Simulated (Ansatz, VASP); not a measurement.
# Two plane-wave programs on B4Ru

```
B Ru
1.0
    -2.19735    2.19735    2.19735
     2.19735   -2.19735    2.19735
     2.19735    2.19735   -2.19735
B Ru
4 1
Direct
  0.50000 0.50000 0.50000
  0.50000 0.00000 0.00000
  0.00000 0.00000 0.50000
  0.00000 0.50000 0.00000
  0.00000 0.00000 0.00000
```

Change from the starting cell: species swapped into the Hg4Pt type (Im-3m, No. 229).

Alike in both runs: task relaxation of cell and atoms; functional PBE; k mesh 6 × 6 × 6; occupations gaussian, width 0.1 eV; no spin polarisation.

```csv
,VASP,Ansatz
version,VASP 6.6.1,Ansatz 0.2.0
potentials or method,"VASP PAW PBE potentials, release 64 (B, Ru_pv)","scalar-relativistic, plane waves, PAW"
plane-wave cutoff (eV),600,420
valence electrons in the cell,26,28
```

VASP gave:

* gap on the k mesh at the Fermi level, each at its own relaxed structure (eV): none
* relaxed volume (Å³/atom): 10.57
* relaxed cell length with the largest relative difference (Å): 4.095
* energy change over the relaxation (meV/atom): -379

Question: Which values does Ansatz return?

Answer: gap on the k mesh at the Fermi level, each at its own relaxed structure (eV): none; relaxed volume (Å³/atom): 10.55; relaxed cell length with the largest relative difference (Å): 4.092; energy change over the relaxation (meV/atom): -378.

A gap of «none» marks a metal or a gap that the smearing closes. The two sets of potentials don't hold the same shells in valence.

Caveats: the volume moved by over 15 % at a fixed basis, so the end points are rough (VASP).
